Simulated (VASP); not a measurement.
Here is the system:

```xyz
2
Lattice="0.0000 2.1450 2.1450 2.1450 0.0000 2.1450 2.1450 2.1450 0.0000" Properties=species:S:1:pos:R:3 pbc="T T T"
Si     0.0000     0.0000     0.0000
C      1.0725     1.0725     1.0725
```

Calculation: HSE06 screened hybrid, VASP's PBE PAW potentials (set 64) (plane waves; VASP 6.6.1). Run with 520 eV cut-off, 8×8×8 Γ-centred mesh, Gaussian smearing of 0.050 eV, potentials Si C.

### Question
Estimate the energy per atom (σ→0), pressure, band gap (on the k-mesh) with the smallest direct gap where there is one.

### Answer

- band gap (on the k-mesh) = 2.22 eV
- smallest direct gap (on the k-mesh) = 5.82 eV
- energy per atom (σ→0) = -8.719 eV/atom
- pressure = 9.83 GPa

The compound is SiC in the zinc blende structure. This cell is one point of a volume scan, at 0.94 of the reference volume. The cell's shape comes from a PBE relaxation.
